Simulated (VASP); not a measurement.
```
C
1.0
    0.00000     1.80498     1.80498
    1.80498     0.00000     1.80498
    1.80498     1.80498     0.00000
C
2
Direct
  0.00000   0.00000   0.00000
  0.25000   0.25000   0.25000
```

These are PW91 GGA, VASP's PBE PAW potentials (set 64) (plane waves; VASP) values and carry that method's errors. Numerical set-up: 520 eV cut-off, 13×13×13 Γ-centred mesh, Gaussian smearing of 0.050 eV, potentials C.

Task: Give the stress tensor in GPa (positive for a compressed cell).

Result: 
```
-12.13    0.00    0.00
  0.00  -12.13    0.00
  0.00    0.00  -12.13
```
The pressure is its mean diagonal, -12.13 GPa.

The compound is C in the diamond structure. This cell is one point of a volume scan, at 1.03 of the reference volume.
